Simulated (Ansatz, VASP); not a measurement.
Two plane-wave programs on Ge3PdRu

Contents of INCAR:

```
SYSTEM = Ge3PdRu
PREC = Accurate
ENCUT = 600
EDIFF = 1E-7
ISMEAR = 0
SIGMA = 0.1
LREAL = .False.
LASPH = .True.
NELM = 100
ALGO = Normal
ISIF = 3
LWAVE = .False.
LCHARG = .False.
GGA = PE
IBRION = 2
NSW = 90
EDIFFG = -0.04
```

Contents of KPOINTS:

```
Automatic mesh
0
Gamma
  4 4 4
  0 0 0
```

POSCAR

```
Ge3PdRu
1.0
    4.4565955600      0.0000000000      0.0000000000
    0.0000000000      4.4565955600      0.0000000000
    0.0000000000      0.0000000000      4.4565955600
Ge Ru Pd
3 1 1
Direct
    0.0000000000      0.5000000000      0.5000000000
    0.5000000000      0.0000000000      0.5000000000
    0.5000000000      0.5000000000      0.0000000000
    0.0000000000      0.0000000000      0.0000000000
    0.5000000000      0.5000000000      0.5000000000
```

Input for Ansatz:

```yaml
crystal:
  lattice:
    - [4.45659556, 0.0, 0.0]
    - [0.0, 4.45659556, 0.0]
    - [0.0, 0.0, 4.45659556]
  atoms:
    - { symbol: Ge, position: [0.0, 0.5, 0.5] }
    - { symbol: Ge, position: [0.5, 0.0, 0.5] }
    - { symbol: Ge, position: [0.5, 0.5, 0.0] }
    - { symbol: Ru, position: [0.0, 0.0, 0.0] }
    - { symbol: Pd, position: [0.5, 0.5, 0.5] }
basis:
  ecutwfc: 420
kpoints:
  mp_grid: { grid: [4, 4, 4] }
hamiltonian:
  xc: pbe
scf:
  occupations: { method: gaussian, width: 0.1 }
  lower_state_search: "off"
output:
  forces: true
  stress: true
  eigenvalues: true
relax:
  adjacent_minimum: "off"
  f_tol: 0.04
  max_steps: 70
  cell: { stress_tol: 0.4 }
```

Change from the starting cell: species swapped into the Ca3BiN type (Pm-3m, No. 221).

Alike in both runs: task relaxation of cell and atoms; functional PBE; k mesh 4 × 4 × 4; occupations gaussian, width 0.1 eV; no spin polarisation.

|  | VASP | Ansatz |
| --- | --- | --- |
| version | VASP 6.6.1 | Ansatz 0.2.0 |
| potentials or method | VASP PAW PBE potentials, release 64 (Ge_d, Ru_pv, Pd) | scalar-relativistic, plane waves, PAW |
| plane-wave cutoff (eV) | 600 | 420 |
| valence electrons in the cell | 66 | 76 |

```csv
,VASP,Ansatz,Ansatz less VASP
"gap on the k mesh at the Fermi level, each at its own relaxed structure (eV)",none,none,-
relaxed volume (Å³/atom),21.35,21.23,-0.129
relaxed cell length with the largest relative difference (Å),4.744,4.734,-0.0096
energy change over the relaxation (meV/atom),-213,-208,+4.3
```

A gap of «none» marks a metal or a gap that the smearing closes. The two sets of potentials don't hold the same shells in valence.

Caveats: the volume moved by over 15 % at a fixed basis, so the end points are rough (VASP).
